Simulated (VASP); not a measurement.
Here is the system:

```xyz
3
Lattice="0.0000 2.6988 2.6988 2.6988 0.0000 2.6988 2.6988 2.6988 0.0000" Properties=species:S:1:pos:R:3 pbc="T T T"
Ce     0.0000     0.0000     0.0000
O      1.3494     1.3494     1.3494
O      4.0482     4.0482     4.0482
```

Level of theory: PBEsol GGA, VASP's PBE PAW potentials (set 64) (plane waves; VASP). Run with 530 eV cut-off, 7×7×7 Γ-centred mesh, Gaussian smearing of 0.050 eV, potentials Ce O.

Problem. Predict the energy per atom (σ→0).

Solution. 
```
Item                                   Result
---------------------  ----------------------
energy per atom (σ→0)  -885.9 kJ/mol of atoms
```

The absolute energy has meaning only against runs of the same code, potentials and settings.

The compound is CeO2 in the fluorite structure. It was relaxed first. The start is the result of an earlier pass. The run is not spin-polarised, so no magnetic state was tried.
